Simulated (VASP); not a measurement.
# Bi2Te3 (Tellurobismuthite): how cutoff and mesh change the relaxed cell, part 2 of 2

How far does the relaxed cell of Bi2Te3 (Tellurobismuthite) depend on cutoff and k mesh? The starting structure is a measured crystal structure from the Crystallography Open Database. The first relaxation on each setting starts from this cell expanded by 3 % in volume.

VASP 6.6.1.

Results so far: reference 33.55 Å³ an atom; a cutoff of 240 eV 33.16 Å³ an atom; a 3×3×3 mesh 33.78 Å³ an atom.

## 5. Relaxation with a cutoff of 600 eV

Level of this step: PBEsol; plane waves and PAW (Bi_d, Te) (VASP).

Against step 2 the input has ENCUT = 600. This run starts from the cell of an earlier relaxation, which isn't shown; the restart sets up the plane waves anew.

Contents of INCAR:

```
SYSTEM = Bi2Te3
PREC = Accurate
ENCUT = 600
EDIFF = 1E-06
NELM = 100
ISMEAR = 0
SIGMA = 0.03
LREAL = .FALSE.
ALGO = Normal
GGA = PS
NBANDS = 30
LORBIT = 11
LWAVE = .FALSE.
LCHARG = .FALSE.
KPAR = 8
IBRION = 2
NSW = 50
ISIF = 3
EDIFFG = -0.006
```

Contents of POSCAR:

```
Bi2Te3
1.0
   -4.3808544790      0.0000000000      0.0000000000
    2.1904272395     -3.7939312691      0.0000000000
    2.1904272395      1.2646437563     10.0940421308
Bi Te
2 3
Direct
    0.2002111015      0.6001055508      0.8003166523
    0.7997888985      0.3998944492      0.1996833477
    0.5806469838      0.7903234919      0.3709704757
    0.4193530162      0.2096765081      0.6290295243
    0.0000000000      0.0000000000      0.0000000000
```

Contents of KPOINTS:

```
Automatic mesh
0
Gamma
6 6 6
0 0 0
```

The projector-augmented-wave data sets are Bi_d and Te (PBE family, release 64).

On the command line:

```sh
mpirun -np 8 vasp_std
```

Output:

```text
[... set-up lines as in an earlier step ...]
 entering main loop
       N       E                     dE             d eps       ncg     rms          rms(c)
DAV:   1     0.460029701600E+03    0.46003E+03   -0.23588E+04  1920   0.173E+03
DAV:   2     0.324996940487E+02   -0.42753E+03   -0.41397E+03  1960   0.420E+02
DAV:   3    -0.181374626055E+02   -0.50637E+02   -0.48028E+02  2542   0.152E+02
DAV:   4    -0.204590556201E+02   -0.23216E+01   -0.23016E+01  2196   0.322E+01
[...]
DAV:  12    -0.202956371448E+02   -0.24144E-05   -0.21744E-05  2100   0.209E-02    0.251E-02
DAV:  13    -0.202956355667E+02    0.15780E-05   -0.44622E-06  1934   0.108E-02    0.818E-03
DAV:  14    -0.202956358211E+02   -0.25436E-06   -0.73889E-07  1098   0.515E-03
   1 F= -.20295636E+02 E0= -.20295636E+02  d E =-.202956E+02
[...]
reached required accuracy - stopping structural energy minimisation
```

It took 26 s on 8 MPI ranks of AMD EPYC 9R14 (Zen 4), shared host; peak memory 3.4 GiB.

From OUTCAR (step 5):

```text
  Total       -0.0027898     -0.0027898     -0.0218473      0.0000000      0.0000000      0.0000000
  in kB       -0.0266419     -0.0266419     -0.2086387      0.0000000      0.0000000      0.0000000
  external PRESSURE =      -0.0873075 kB  Pullay stress =       0.0000000 kB

 POSITION                                       TOTAL-FORCE (eV/Angst)
 -----------------------------------------------------------------------------------
      2.19043     -1.26464      8.07843         0.000000      0.000000     -0.000065
     -2.19043     -1.26464      2.01561        -0.000000     -0.000000      0.000065
     -0.00000     -2.52929      3.74459        -0.000000      0.000000     -0.003527
      0.00000     -0.00000      6.34945         0.000000     -0.000000      0.003527
      0.00000      0.00000      0.00000        -0.000000      0.000000     -0.000000
 -----------------------------------------------------------------------------------
    total drift:                                0.000000      0.000000      0.000000

  FREE ENERGIE OF THE ION-ELECTRON SYSTEM (eV)
  ---------------------------------------------------
  free  energy   TOTEN  =       -20.2956358211 eV

  energy  without entropy=      -20.2956358197  energy(sigma->0) =      -20.29563582

[... 2 parts as in an earlier step ...]

[... 2 further parts left out ...]
[key lines of the parts left out:]
E-fermi :   6.2793
```

With a cutoff of 600 eV the cell ends at 33.554 Å³ an atom, +0.00 % from the reference.

## 6. Relaxation with an 8×8×8 mesh

Against step 2 the input has an 8×8×8 mesh. This run starts from the cell of an earlier relaxation, which isn't shown; the restart sets up the plane waves anew.

Edit INCAR of step 5 so:

```diff
@@ -2,3 +2,3 @@
 PREC = Accurate
-ENCUT = 600
+ENCUT = 450
 EDIFF = 1E-06
```

Contents of POSCAR:

```
Bi2Te3
1.0
   -4.3828514939      0.0000000000      0.0000000000
    2.1914257470     -3.7956607348      0.0000000000
    2.1914257470      1.2652202449     10.0894598577
Bi Te
2 3
Direct
    0.2001254160      0.6000627080      0.8001881240
    0.7998745840      0.3999372920      0.1998118760
    0.5805862739      0.7902931369      0.3708794108
    0.4194137261      0.2097068631      0.6291205892
    0.0000000000      0.0000000000      0.0000000000
```

Contents of KPOINTS:

```
Automatic mesh
0
Gamma
8 8 8
0 0 0
```

On the command line:

```sh
mpirun -np 8 vasp_std
```

Output:

```text
[... set-up lines as in an earlier step ...]
 entering main loop
       N       E                     dE             d eps       ncg     rms          rms(c)
DAV:   1     0.410487314924E+03    0.41049E+03   -0.20215E+04  3916   0.139E+03
DAV:   2     0.223400567520E+02   -0.38815E+03   -0.37508E+03  4242   0.370E+02
DAV:   3    -0.187858136439E+02   -0.41126E+02   -0.39655E+02  4980   0.136E+02
DAV:   4    -0.204831546403E+02   -0.16973E+01   -0.16867E+01  4520   0.297E+01
[...]
DAV:  12    -0.202960376512E+02   -0.25493E-05   -0.21703E-05  4274   0.208E-02    0.251E-02
DAV:  13    -0.202960360526E+02    0.15985E-05   -0.45038E-06  4000   0.108E-02    0.735E-03
DAV:  14    -0.202960362733E+02   -0.22063E-06   -0.75761E-07  2430   0.519E-03
   1 F= -.20296036E+02 E0= -.20296036E+02  d E =-.202960E+02
[...]
reached required accuracy - stopping structural energy minimisation
```

The job ended after 28 s (8 MPI ranks; peak memory 3.2 GiB; 3.4 min of CPU time).

From OUTCAR (step 6):

```text
  Total        0.0049802      0.0049802     -0.0093142     -0.0000000      0.0000000     -0.0000000
  in kB        0.0475385      0.0475385     -0.0889087     -0.0000000      0.0000000     -0.0000000
  external PRESSURE =       0.0020561 kB  Pullay stress =       0.0000000 kB

 POSITION                                       TOTAL-FORCE (eV/Angst)
 -----------------------------------------------------------------------------------
      2.19143     -1.26522      8.07347        -0.000000      0.000000     -0.001946
     -2.19143     -1.26522      2.01599         0.000000     -0.000000      0.001946
     -0.00000     -2.53044      3.74197        -0.000000      0.000000     -0.003706
      0.00000     -0.00000      6.34749         0.000000     -0.000000      0.003706
      0.00000      0.00000      0.00000         0.000000      0.000000      0.000000
 -----------------------------------------------------------------------------------
    total drift:                                0.000000      0.000000      0.000000

  FREE ENERGIE OF THE ION-ELECTRON SYSTEM (eV)
  ---------------------------------------------------
  free  energy   TOTEN  =       -20.2960362733 eV

  energy  without entropy=      -20.2960362721  energy(sigma->0) =      -20.29603627

[... 1 part as in an earlier step ...]

[... 3 further parts left out ...]
[key lines of the parts left out:]
E-fermi :   6.2708
```

With an 8×8×8 mesh the cell ends at 33.569 Å³ an atom, +0.05 % from the reference.

## 7. Comparison

```
               run  volume (Å³/atom)  change (%)  pressure left (GPa)  core minutes
         reference            33.554           -                  0.0          15.1
a cutoff of 240 eV            33.156       -1.18                 0.01          14.0
      a 3×3×3 mesh            33.777        0.67                  0.0          5.44
a cutoff of 600 eV            33.554         0.0                -0.01          23.5
     an 8×8×8 mesh            33.569        0.05                  0.0          30.8
```

Core minutes are wall time times ranks, summed over the relaxations behind a row (those for a bulk modulus apart), on shared hosts.

## 8. What came out

| Property | Result |
| --- | --- |
| volume of the reference | 33.55 Å³/atom |
| volume against the reference, a cutoff of 240 eV | -1.18 % |
| volume against the reference, a 3×3×3 mesh | +0.67 % |
| volume against the reference, a cutoff of 600 eV | +0.00 % |
| volume against the reference, an 8×8×8 mesh | +0.05 % |

What this shows: The volume moves most with a cutoff of 240 eV: -1.18 % against the reference (450 eV, 6×6×6 mesh). On finer settings it changes by +0.00 % with a cutoff of 600 eV and +0.05 % with an 8×8×8 mesh. The axes move most with a 3×3×3 mesh: a by +1.1 % and c by -1.4 %, which partly cancels in the volume. A cell that shrinks at the lower cutoff is the usual mark of Pulay stress, the error that a plane-wave basis makes when it is kept while the volume changes. Further runs on this material are not shown.

[Lines on the potential files, build, host, timing and source positions are cut from VASP's logs without a mark.]

[Logs are printed without paths, hosts, clocks, repeated set-up lines and the standing remarks that a program may print on its own settings, such as how far it seeks lower states.]

[Hosts, paths, dates, database ids (printed as entryN), source tags and the programs' standing remarks are cut or masked in the printed files.]
